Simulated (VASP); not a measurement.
These are PBE GGA, VASP's PBE PAW potentials (set 64) (plane waves; VASP) values and carry that method's errors.

The input files of a VASP run:

### POSCAR
```
PtS2
1
    1.8213011034    -3.1545861208     0.0000000000
    1.8213011034     3.1545861208     0.0000000000
    0.0000000000     0.0000000000     6.1753358617
Pt S
1 2
Direct
  0.0000000000   0.0000000000   0.0000000000
  0.3333330000   0.6666670000   0.2026287619
  0.6666670000   0.3333330000   0.7973712381
```

**KPOINTS**
```
Automatic mesh
0
Gamma
7 7 4
0 0 0
```

INCAR:
```
SYSTEM=PtS2
PREC=Accurate; ENCUT=520; LREAL=.FALSE.
LASPH=.TRUE.
EDIFF=1E-7; NELM=100; ALGO=Normal
LMAXMIX=6
ISMEAR=0; SIGMA=0.05
GGA=PE
IBRION=2; NSW=30; ISIF=4
EDIFFG=-0.01
LWAVE=.FALSE.; LCHARG=.FALSE.
```

POTCAR, in this order: Pt S (PBE.64 set). Program: vasp_std.

Output of the run:

File OSZICAR:
```
       N       E                     dE             d eps       ncg     rms          rms(c)
DAV:   1     0.119457919455E+03    0.11946E+03   -0.99821E+03   848   0.126E+03
DAV:   2    -0.105384728044E+02   -0.13000E+03   -0.12698E+03  1092   0.239E+02
DAV:   3    -0.166741639382E+02   -0.61357E+01   -0.61051E+01  1050   0.566E+01
DAV:   4    -0.167602571390E+02   -0.86093E-01   -0.86068E-01  1136   0.723E+00
DAV:   5    -0.167622088007E+02   -0.19517E-02   -0.19516E-02  1106   0.103E+00    0.156E+01
DAV:   6    -0.157249536146E+02    0.10373E+01   -0.82068E+00   861   0.296E+01    0.109E+01
DAV:   7    -0.154098803764E+02    0.31507E+00   -0.15450E+00   861   0.138E+01    0.508E+00
DAV:   8    -0.153994231334E+02    0.10457E-01   -0.13562E-01  1015   0.250E+00    0.127E+00
DAV:   9    -0.153927363319E+02    0.66868E-02   -0.18162E-02   959   0.154E+00    0.334E-01
DAV:  10    -0.153929435013E+02   -0.20717E-03   -0.34331E-03  1085   0.401E-01    0.622E-02
DAV:  11    -0.153929863044E+02   -0.42803E-04   -0.93942E-05  1080   0.964E-02    0.423E-02
DAV:  12    -0.153929961585E+02   -0.98541E-05   -0.14956E-05  1008   0.334E-02    0.172E-02
DAV:  13    -0.153929980803E+02   -0.19217E-05   -0.48204E-06  1064   0.157E-02    0.453E-03
DAV:  14    -0.153929984106E+02   -0.33036E-06   -0.51150E-07  1008   0.635E-03    0.124E-03
DAV:  15    -0.153929984318E+02   -0.21188E-07   -0.13124E-08   819   0.101E-03
   1 F= -.15392998E+02 E0= -.15392998E+02  d E =-.153930E+02
       N       E                     dE             d eps       ncg     rms          rms(c)
DAV:   1    -0.154392851455E+02   -0.46287E-01   -0.43140E+00   840   0.129E+01    0.176E+00
DAV:   2    -0.154450904141E+02   -0.58053E-02   -0.19187E-01  1071   0.341E+00    0.625E-01
DAV:   3    -0.154415971982E+02    0.34932E-02   -0.61117E-03  1200   0.688E-01    0.340E-01
DAV:   4    -0.154403055058E+02    0.12917E-02   -0.66603E-03  1015   0.509E-01    0.133E-01
DAV:   5    -0.154403366707E+02   -0.31165E-04   -0.75398E-04   973   0.207E-01    0.597E-02
DAV:   6    -0.154403394892E+02   -0.28185E-05   -0.81437E-05  1050   0.603E-02    0.249E-02
DAV:   7    -0.154403443003E+02   -0.48111E-05   -0.13320E-05  1029   0.272E-02    0.562E-03
DAV:   8    -0.154403455436E+02   -0.12433E-05   -0.27718E-06   959   0.118E-02    0.608E-03
DAV:   9    -0.154403458319E+02   -0.28832E-06   -0.87663E-07  1043   0.684E-03    0.108E-03
DAV:  10    -0.154403458529E+02   -0.20986E-07   -0.82049E-08   862   0.257E-03
   2 F= -.15440346E+02 E0= -.15440346E+02  d E =-.473474E-01
       N       E                     dE             d eps       ncg     rms          rms(c)
DAV:   1    -0.154607922304E+02   -0.20446E-01   -0.55527E+00   840   0.146E+01    0.209E+00
DAV:   2    -0.154682045445E+02   -0.74123E-02   -0.24801E-01  1064   0.388E+00    0.748E-01
DAV:   3    -0.154636057097E+02    0.45988E-02   -0.80231E-03  1208   0.776E-01    0.404E-01
DAV:   4    -0.154618957467E+02    0.17100E-02   -0.89995E-03  1029   0.586E-01    0.150E-01
DAV:   5    -0.154619348450E+02   -0.39098E-04   -0.99895E-04   987   0.231E-01    0.686E-02
DAV:   6    -0.154619371685E+02   -0.23235E-05   -0.10190E-04  1071   0.666E-02    0.286E-02
DAV:   7    -0.154619440781E+02   -0.69096E-05   -0.20676E-05   973   0.334E-02    0.597E-03
DAV:   8    -0.154619458292E+02   -0.17511E-05   -0.50543E-06   980   0.159E-02    0.792E-03
DAV:   9    -0.154619461625E+02   -0.33335E-06   -0.53001E-07  1081   0.622E-03    0.377E-03
DAV:  10    -0.154619462723E+02   -0.10981E-06   -0.30444E-07   894   0.441E-03    0.765E-04
DAV:  11    -0.154619462738E+02   -0.15045E-08   -0.28680E-08   882   0.145E-03
   3 F= -.15461946E+02 E0= -.15461946E+02  d E =-.689478E-01
       N       E                     dE             d eps       ncg     rms          rms(c)
DAV:   1    -0.154621033965E+02   -0.15712E-03   -0.52547E-02   840   0.141E+00    0.184E-01
DAV:   2    -0.154621594418E+02   -0.56045E-04   -0.23267E-03  1071   0.379E-01    0.725E-02
DAV:   3    -0.154621146772E+02    0.44765E-04   -0.85698E-05  1208   0.788E-02    0.408E-02
DAV:   4    -0.154621018003E+02    0.12877E-04   -0.73631E-05  1043   0.535E-02    0.127E-02
DAV:   5    -0.154621019550E+02   -0.15466E-06   -0.87331E-06   980   0.216E-02    0.763E-03
DAV:   6    -0.154621019765E+02   -0.21500E-07   -0.87657E-07  1031   0.625E-03
   4 F= -.15462102E+02 E0= -.15462102E+02  d E =-.691035E-01
       N       E                     dE             d eps       ncg     rms          rms(c)
DAV:   1    -0.154817515770E+02   -0.19650E-01   -0.69873E-01   847   0.602E+00    0.840E-01
DAV:   2    -0.154694584013E+02    0.12293E-01   -0.35914E-02   980   0.170E+00    0.389E-01
DAV:   3    -0.154670530095E+02    0.24054E-02   -0.56884E-03  1050   0.632E-01    0.176E-01
DAV:   4    -0.154662183321E+02    0.83468E-03   -0.22586E-03  1092   0.312E-01    0.972E-02
DAV:   5    -0.154661880050E+02    0.30327E-04   -0.22051E-04  1050   0.105E-01    0.294E-02
DAV:   6    -0.154661931093E+02   -0.51043E-05   -0.25590E-05   987   0.387E-02    0.139E-02
DAV:   7    -0.154661963405E+02   -0.32312E-05   -0.57297E-06   882   0.213E-02    0.680E-03
DAV:   8    -0.154661975400E+02   -0.11996E-05   -0.15381E-06   973   0.110E-02    0.262E-03
DAV:   9    -0.154661977360E+02   -0.19597E-06   -0.27360E-07   982   0.415E-03    0.729E-04
DAV:  10    -0.154661977766E+02   -0.40572E-07   -0.40456E-08   813   0.187E-03
   5 F= -.15466198E+02 E0= -.15466198E+02  d E =-.409580E-02
       N       E                     dE             d eps       ncg     rms          rms(c)
DAV:   1    -0.154728215905E+02   -0.66239E-02   -0.26613E-01   847   0.372E+00    0.513E-01
DAV:   2    -0.154681738745E+02    0.46477E-02   -0.13606E-02   973   0.105E+00    0.238E-01
DAV:   3    -0.154672623153E+02    0.91156E-03   -0.21692E-03  1043   0.390E-01    0.108E-01
DAV:   4    -0.154669470757E+02    0.31524E-03   -0.84867E-04  1099   0.192E-01    0.593E-02
DAV:   5    -0.154669345156E+02    0.12560E-04   -0.83952E-05  1050   0.650E-02    0.180E-02
DAV:   6    -0.154669361737E+02   -0.16581E-05   -0.95686E-06   994   0.239E-02    0.856E-03
DAV:   7    -0.154669372195E+02   -0.10458E-05   -0.22325E-06   875   0.134E-02    0.415E-03
DAV:   8    -0.154669376117E+02   -0.39220E-06   -0.58802E-07   980   0.682E-03    0.163E-03
DAV:   9    -0.154669376738E+02   -0.62083E-07   -0.99392E-08   842   0.254E-03
   6 F= -.15466938E+02 E0= -.15466938E+02  d E =-.483570E-02
       N       E                     dE             d eps       ncg     rms          rms(c)
DAV:   1    -0.154669541709E+02   -0.16559E-04   -0.72078E-04   847   0.194E-01    0.266E-02
DAV:   2    -0.154669419706E+02    0.12200E-04   -0.36193E-05   959   0.540E-02    0.121E-02
DAV:   3    -0.154669395091E+02    0.24616E-05   -0.59407E-06  1057   0.203E-02    0.547E-03
DAV:   4    -0.154669386813E+02    0.82772E-06   -0.22217E-06  1099   0.989E-03    0.300E-03
DAV:   5    -0.154669385676E+02    0.11375E-06   -0.21976E-07   910   0.341E-03    0.900E-04
DAV:   6    -0.154669385452E+02    0.22363E-07   -0.27691E-08   574   0.134E-03
   7 F= -.15466939E+02 E0= -.15466939E+02  d E =-.483657E-02
```

OUTCAR:
```
------------------------ aborting loop because EDIFF is reached ----------------------------------------
  FORCE on cell =-STRESS in cart. coord.  units (eV):
  Direction    XX          YY          ZZ          XY          YZ          ZX
  --------------------------------------------------------------------------------------
  Total        0.0173253      0.0173253      0.0091517      0.0000000     -0.0000000      0.0000000
  in kB        0.3911799      0.3911799      0.2066322      0.0000000     -0.0000000      0.0000000
  external PRESSURE =       0.3296640 kB  Pullay stress =       0.0000000 kB
  volume of cell :       70.96
      direct lattice vectors                 reciprocal lattice vectors
     1.785927146 -3.093316611  0.000000000     0.279966627 -0.161638805  0.000000000
     1.785927146  3.093316611  0.000000000     0.279966627  0.161638805  0.000000000
    -0.000000000  0.000000000  6.422389037     0.000000000  0.000000000  0.155705298
 POSITION                                       TOTAL-FORCE (eV/Angst)
 -----------------------------------------------------------------------------------
      1.78593      3.09332      0.00000        -0.000000      0.000000      0.000000
      1.78593      1.03111      1.22640        -0.000000      0.000000      0.008903
      1.78593     -1.03111      5.19598         0.000000     -0.000000     -0.008903
 -----------------------------------------------------------------------------------
    total drift:                                0.000000      0.000000      0.000000
  FREE ENERGIE OF THE ION-ELECTRON SYSTEM (eV)
  ---------------------------------------------------
  free  energy   TOTEN  =       -15.4669385452 eV

  energy  without entropy=      -15.4669385452  energy(sigma->0) =      -15.46693855

 reached required accuracy - stopping structural energy minimisation
```
(Selected blocks of OUTCAR.)

### CONTCAR
```
PtS2
   1.00000000000000
     1.7859271460655670   -3.0933166107967391    0.0000000000000000
     1.7859271460655670    3.0933166107967391    0.0000000000000000
    -0.0000000000000000    0.0000000000000000    6.4223890366483500
  Pt              S
     1     2
Direct
     0.0000000000000000    1.0000000000000000    0.0000000000000000
     0.3333330000000032    0.6666669999999968    0.1909576186328891
     0.6666669999999968    0.3333330000000032    0.8090423813671110
```

**OUTCAR**
```
 val. band max:        3.2349243899   @ k =   0.1429   0.1429   0.0000

 cond. band min:       4.7890593537   @ k =   0.0000   0.2857   0.2500


 Fermi energy:         3.4598929181

 k-point     1 :       0.0000    0.0000    0.0000
  band No.  band energies     occupation
      1     -10.9050      2.00000
      2      -8.6407      2.00000
      3      -2.4416      2.00000
      4      -2.4416      2.00000
      5      -2.1911      2.00000
      6       0.2448      2.00000
      7       0.2448      2.00000
      8       2.1699      2.00000
      9       2.8155      2.00000
     10       2.8155      2.00000
     11       2.8241      2.00000
     12       6.2734      0.00000
     13       6.2734      0.00000
     14       8.5577      0.00000
     15       9.1569      0.00000

 k-point     2 :       0.1429    0.0000    0.0000
  band No.  band energies     occupation
      1     -10.6592      2.00000
      2      -8.7045      2.00000
      3      -2.3825      2.00000
      4      -2.2896      2.00000
      5      -1.9594      2.00000
      6      -0.1647      2.00000
      7       0.0686      2.00000
      8       1.4813      2.00000
      9       2.8787      2.00000
     10       2.9330      2.00000
     11       3.0835      2.00000
     12       5.3538      0.00000
     13       6.0138      0.00000
     14       9.3845      0.00000
     15      10.0032      0.00000

 k-point     3 :       0.2857    0.0000    0.0000
  band No.  band energies     occupation
      1     -10.0215      2.00000
      2      -8.8471      2.00000
      3      -2.2825      2.00000
      4      -1.9877      2.00000
      5      -1.5440      2.00000
      6      -1.0203      2.00000
      7      -0.0263      2.00000
      8       1.0091      2.00000
      9       2.3632      2.00000
     10       2.4996      2.00000
     11       2.8477      2.00000
     12       5.0907      0.00000
     13       5.8978      0.00000
     14       9.1923      0.00000
     15      10.6522      0.00000
...
```

Without a dispersion term in the relaxation, distances and binding between the weakly bound layers, chains or molecules are unreliable, and so is what depends on them. Unless said otherwise, spin-orbit coupling is left out, though it shifts the bands of the heavy elements here.

The compound is PtS2 in the 1T layered structure. This cell is one point of a volume scan, at 1.06 of the reference volume. Symmetry was kept, so distortions that lower it aren't found.
